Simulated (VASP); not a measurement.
**ZrGeRu4: density of states with PBE**

Crystal: ZrGeRu4.

```
Zr Ru Ge
1.0
     0.00000    3.46724    3.46724
     3.46724    0.00000    3.46724
     3.46724    3.46724    0.00000
Zr Ru Ge
1 4 1
Direct
  0.00000 0.00000 0.00000
  0.62500 0.62500 0.62500
  0.12500 0.62500 0.62500
  0.62500 0.62500 0.12500
  0.62500 0.12500 0.62500
  0.25000 0.25000 0.25000
```

The cell was built by a generator and needn't be a form met in nature.

```
Program                 : VASP 6.6.1
Task                    : density of states
Functional              : PBE
Potentials or basis     : VASP PAW PBE potentials, release 64 (Zr_sv, Ru_pv, Ge_d)
Cutoff                  : 520 eV
k mesh                  : 8 × 8 × 8
Occupations             : fermi-dirac, width 0.1 eV
Spin                    : no spin polarisation
Dipole correction       : no
k mesh for the DOS      : 12 × 12 × 12
Occupations for the DOS : tetrahedron
Further INCAR settings  : ALGO = Fast; EDIFF = 1e-07; NBANDS = 50
```

The valence electrons inside the program's atomic spheres are Zr 9.96; Ru 13.03; Ge 12.29.

Levels at points of the mesh, in eV from the Fermi level:
```csv
k point,band 37,band 38,band 39,band 40,band 41,band 42,band 43,band 44,band 45,band 46
"(0.00, 0.00, 0.00)",-0.75,-0.17,-0.17,-0.17,-0.01,-0.01,-0.01,0.83,0.83,3.37
"(0.50, 0.00, 0.00)",-2.76,-0.49,-0.49,-0.36,0.13,0.13,0.53,1.05,1.05,1.90
"(0.50, 0.50, 0.00)",-2.38,-2.38,-2.33,-0.86,-0.22,-0.22,-0.22,0.10,1.31,2.28
```

States per cell in windows of 1 eV (zero at the Fermi level; states under -8 eV left out):
| from (eV) | total | Ru2_d | Ru3_d | Ru4_d | Ru5_d | Zr1_d | Ge6_p |
| --- | --- | --- | --- | --- | --- | --- | --- |
| -8.0 | 0.74 | 0.12 | 0.12 | 0.12 | 0.12 | 0.00 | 0.00 |
| -7.0 | 2.84 | 0.38 | 0.38 | 0.38 | 0.38 | 0.05 | 0.15 |
| -6.0 | 6.60 | 0.98 | 0.98 | 0.98 | 0.98 | 0.18 | 0.37 |
| -5.0 | 6.25 | 1.09 | 1.09 | 1.09 | 1.09 | 0.14 | 0.25 |
| -4.0 | 5.30 | 0.87 | 0.87 | 0.87 | 0.87 | 0.28 | 0.10 |
| -3.0 | 5.72 | 0.88 | 0.88 | 0.88 | 0.88 | 0.43 | 0.09 |
| -2.0 | 4.53 | 0.73 | 0.73 | 0.73 | 0.73 | 0.35 | 0.06 |
| -1.0 | 5.97 | 1.14 | 1.14 | 1.14 | 1.14 | 0.30 | 0.05 |
| 0.0 | 5.32 | 0.96 | 0.96 | 0.96 | 0.96 | 0.29 | 0.12 |
| 1.0 | 3.30 | 0.47 | 0.47 | 0.47 | 0.47 | 0.35 | 0.18 |
| 2.0 | 4.00 | 0.42 | 0.42 | 0.42 | 0.42 | 1.04 | 0.17 |
| 3.0 | 5.18 | 0.52 | 0.52 | 0.52 | 0.52 | 1.90 | 0.13 |
| 4.0 | 0.19 | 0.01 | 0.01 | 0.01 | 0.01 | 0.06 | 0.01 |
| 5.0 | 0.00 | 0.00 | 0.00 | 0.00 | 0.00 | 0.00 | 0.00 |
| 6.0 | 0.00 | 0.00 | 0.00 | 0.00 | 0.00 | 0.00 | 0.00 |

Wall time 15 min on 1 thread of Intel(R) Xeon(R) Platinum 8488C (Sapphire Rapids), on a shared host, peak memory 0.38 GiB.
